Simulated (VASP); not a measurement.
Here is the system:

```
ZnS
1.0
    0.00000     2.72299     2.72299
    2.72299     0.00000     2.72299
    2.72299     2.72299     0.00000
Zn S
1 1
Direct
  0.00000   0.00000   0.00000
  0.25000   0.25000   0.25000
```

All values below come from PBE GGA, VASP's PBE PAW potentials (set 64) (plane waves; VASP). Numerical set-up: 480 eV cut-off, 8×8×8 Γ-centred mesh, Gaussian smearing of 0.050 eV, potentials Zn S.

Task: What does the run give for the energy per atom (σ→0), band gap (on the k-mesh) with the smallest direct gap where there is one?

Result: 
- band gap (on the k-mesh): 2.01 eV
- smallest direct gap (on the k-mesh): 2.01 eV
- energy per atom (σ→0): -3.426 eV/atom

The structure comes from a computed database's ZnS entry (F-43m); how it stands against other phases isn't given here. It was relaxed first. The start is the result of an earlier pass.
